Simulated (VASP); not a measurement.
Input of a VASP 6.6.1 run:

File INCAR:

```
  ALGO = Normal
  EDIFF = 1E-6
  ENCUT = 520
  GGA = CA
  ISIF = 2
  ISMEAR = 0
  LASPH = T
  LCHARG = F
  LREAL = F
  LWAVE = F
  NBANDS = 15
  NELM = 100
  PREC = Accurate
  SIGMA = 0.1
```

File KPOINTS:

```
k-points
0
Gamma
  12 12 12
```

File POSCAR:

```
LaP
1.0
    0.0000000000      2.9691487633      2.9691487633
    2.9691487633      0.0000000000      2.9691487633
    2.9691487633      2.9691487633      0.0000000000
La P
1 1
Direct
    0.0000000000      0.0000000000      0.0000000000
    0.5000000000      0.5000000000      0.5000000000
```

Potentials or basis: VASP PAW LDA potentials, release 64 (La, P).

The run is started by

```console
$ cat potpaw_LDA.64/La/POTCAR potpaw_LDA.64/P/POTCAR > POTCAR
$ mpirun -np 1 vasp_std > vasp.out
```

Problem. What does it give for the pressure?

Solution. 0.0 GPa.

Problem. Estimate the band gap on the k mesh.

Solution. None (metal or under the smearing width).

The run has no spin-orbit coupling, so splittings on La are missing.
